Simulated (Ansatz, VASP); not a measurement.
# Ge (Germanium) in two plane-wave programs, part 3 of 3

Aim: how closely do two programs agree when they are given the same cell, functional and k mesh? The cell is taken from a series of runs on this material, whose earlier steps may have relaxed, scaled, displaced or heated it; both programs get it as it stands.

VASP 6.6.1 and Ansatz 0.2.0.

So far: Starting point; Ansatz: zone-centre phonons, PBEsol; VASP: zone-centre phonons, PBEsol.

## (3) VASP: zone-centre phonons, PBEsol (continued)

Level of this step: PBEsol; plane waves and PAW (Ge_d) (VASP).

Numbers of over 12 decimals in the logs are rounded to 6 here.

OUTCAR, selected parts (step 3):

```text
ion  position               nearest neighbor table
   1  0.500  0.500  0.500-   2 2.46   2 2.46   2 2.46   2 2.46
   2  0.750  0.750  0.750-   1 2.46   1 2.46   1 2.46   1 2.46

  LATTYP: Found a body centered tetragonal cell.
 ALAT       =     4.0024553964
 C/A-ratio  =     1.4321958079

 Subroutine GETGRP returns: Found  4 space group operations
 (whereof  2 operations were pure point group operations)

The static configuration has the point symmetry C_1h.
 The point group associated with its full space group is C_2h.

   k-points           NKPTS =   1728   k-points in BZ     NKDIM =   1728   number of bands    NBANDS=     20

   dimension x,y,z NGX =    30 NGY =   30 NGZ =   30
   dimension x,y,z NGXF=    60 NGYF=   60 NGZF=   60

   ENCUT  =  500.0 eV  36.75 Ry    6.06 a.u.   7.34  7.34  7.30*2*pi/ulx,y,z

   NELECT =      28.0000    total number of electrons

 k-points in reciprocal lattice and weights: Points of the shifted mesh
   0.04166667  0.04166667  0.04166667       0.001
   0.04166667  0.04166667  0.12500000       0.001
   0.04166667  0.04166667  0.20833333       0.001
   0.04166667  0.04166667  0.29166667       0.001
   0.04166667  0.04166667  0.37500000       0.001
   0.04166667  0.04166667  0.45833333       0.001
   0.04166667  0.04166667  0.54166667       0.001
   0.04166667  0.04166667  0.62500000       0.001
   0.04166667  0.04166667  0.70833333       0.001
[...]
0.95833333  0.95833333  0.87500000       0.001
   0.95833333  0.95833333  0.95833333       0.001

 average (electrostatic) potential at core
       1 -74.2869       2 -74.2869

  Total       -0.0394750     -0.0394750     -0.3034852     -0.0027014     -0.0020963     -0.0020963
  in kB       -1.3774651     -1.3774651    -10.5900041     -0.0942631     -0.0731494     -0.0731502
  external PRESSURE =      -4.4483114 kB  Pullay stress =       0.0000000 kB

  energy-cutoff  :      500.00
  volume of cell :       45.91
      direct lattice vectors                 reciprocal lattice vectors
     0.000000000  2.830163352  2.866149920    -0.176668248  0.176668248  0.174450051
     2.830163352  0.000000000  2.866149920     0.176668248 -0.176668248  0.174450051
     2.830163352  2.830163352  0.000000000     0.176668248  0.176668248 -0.174450051

 POSITION                                       TOTAL-FORCE (eV/Angst)
 -----------------------------------------------------------------------------------
      2.83001      2.83001      2.86596        -0.000009     -0.000009      0.000010
      4.24540      4.24540      4.29942         0.000009      0.000009     -0.000010
 -----------------------------------------------------------------------------------
    total drift:                                0.000000      0.000000     -0.000000

 Eigenvectors and eigenvalues of the dynamical matrix
 ----------------------------------------------------

   1 f  =    8.617963 THz    54.148261 2PiTHz  287.464317 cm-1    35.641017 meV
             X         Y         Z           dx          dy          dz
      2.830010  2.830010  2.865958     0.064241    0.064241    0.701246
      4.245399  4.245399  4.299416    -0.064241   -0.064241   -0.701246

   2 f  =    8.603656 THz    54.058363 2PiTHz  286.987064 cm-1    35.581845 meV
             X         Y         Z           dx          dy          dz
      2.830010  2.830010  2.865958     0.500000   -0.500000    0.000000
      4.245399  4.245399  4.299416    -0.500000    0.500000   -0.000000

   3 f  =    8.601779 THz    54.046569 2PiTHz  286.924448 cm-1    35.574082 meV
             X         Y         Z           dx          dy          dz
      2.830010  2.830010  2.865958     0.495856    0.495856   -0.090850
      4.245399  4.245399  4.299416    -0.495856   -0.495856    0.090850

   4 f  =    0.000000 THz     0.000000 2PiTHz    0.000001 cm-1     0.000000 meV
             X         Y         Z           dx          dy          dz
      2.830010  2.830010  2.865958    -0.642695    0.294798   -0.006121
      4.245399  4.245399  4.299416    -0.642695    0.294798   -0.006121

   5 f/i=    0.000000 THz     0.000000 2PiTHz    0.000000 cm-1     0.000000 meV
             X         Y         Z           dx          dy          dz
      2.830010  2.830010  2.865958    -0.039834   -0.072261    0.702276
      4.245399  4.245399  4.299416    -0.039834   -0.072261    0.702276

   6 f/i=    0.000000 THz     0.000000 2PiTHz    0.000001 cm-1     0.000000 meV
             X         Y         Z           dx          dy          dz
      2.830010  2.830010  2.865958    -0.292158   -0.638649   -0.082286
      4.245399  4.245399  4.299416    -0.292158   -0.638649   -0.082286

 ELASTIC MODULI CONTR FROM IONIC RELAXATION (kBar)
 Direction    XX          YY          ZZ          XY          YZ          ZX
 --------------------------------------------------------------------------------
 XX          -0.0208     -0.0055     -0.0078      0.7206      2.0273      0.0900
 YY          -0.0055     -0.0208     -0.0078      0.4037      0.3478      2.0856
 ZZ          -0.0078     -0.0078     -0.0216      2.1301      0.0454      0.3767
 XY           0.7206      0.4037      2.1301   -217.6166      1.2405      2.2844
 YZ           2.0273      0.3478      0.0454      1.2405   -224.3567      1.4356
 ZX           0.0900      2.0856      0.3767      2.2844      1.4356   -224.0521
 --------------------------------------------------------------------------------
```

## (4) Comparison

Known differences besides the potentials themselves: the cutoff is 420 eV in Ansatz and 500 eV in VASP; Ansatz makes its cores anew for this functional, VASP keeps those of its PBE data sets. Total energies have different zeros and are not compared.

Compared:

| quantity | Ansatz | VASP | difference |
| --- | --- | --- | --- |
| optical mode 1 to 2 (cm⁻¹) | 286.9 | 286.9 | -0.02 % |
| optical mode 3 (cm⁻¹) | 287.6 | 287.5 | +0.03 % |

Modes are paired by rising frequency, not by their patterns, so a pair may set unlike modes beside each other; they are those without the splitting of longitudinal modes.

## (5) Results

```
r.m.s. difference of the optical zone-centre modes, each program's sorted by frequency (zone-centre phonons, PBEsol) : 0.073 cm⁻¹
```

The r.m.s. difference of the optical zone-centre modes, each program's sorted by frequency is 0.073 cm⁻¹ (zone-centre phonons, PBEsol). Such differences can come from data sets, numerical settings and the points named under the comparisons, not from the functional's error against experiment.

[Lines on the potential files, build, host, timing and source positions are cut from VASP's logs without a mark.]

[Logs are printed without paths, hosts, clocks, repeated set-up lines and the standing remarks that a program may print on its own settings, such as how far it seeks lower states.]

[Hosts, paths, dates, database ids (printed as entryN), source tags and the programs' standing remarks are cut or masked in the printed files.]
